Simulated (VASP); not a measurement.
**Nd (relaxed from the fcc structure, space group Fm-3m): computed properties**

The numbers are results of r2SCAN meta-GGA, VASP's PBE PAW potentials (set 64) (plane waves; VASP 6.6.1), not measurements.

- space group = Fm-3m (225)
- cell = a = 5.221 Å, b = 5.221 Å, c = 5.221 Å, α = 90.00°, β = 90.00°, γ = 90.00°
- volume per atom = 35.58 Å³/atom
- band gap (over mesh and band path) = none (metal, semimetal or under 0.01 eV)
- density = 6.73 g/cm³

Space group Fm-3m (No. 225); a = b = c = 5.221 Å, α = β = γ = 90.00°

```json
[
 {"atom": "Nd", "site": "4a", "symmetry": "m-3m", "x": "0.0000", "y": "0.0000", "z": "0.0000"}
]
```
(The calculation used a cell of 1 atom; values per cell refer to that cell.)

The 4f electrons are frozen in the core of the lanthanide potential, so 4f levels, which can set the real gap, and their magnetism are missing.

The structure was generated: Nd was put into the fcc type (Fm-3m), which need not be its known phase. It was relaxed first. Symmetry was kept, so distortions that lower it aren't found.
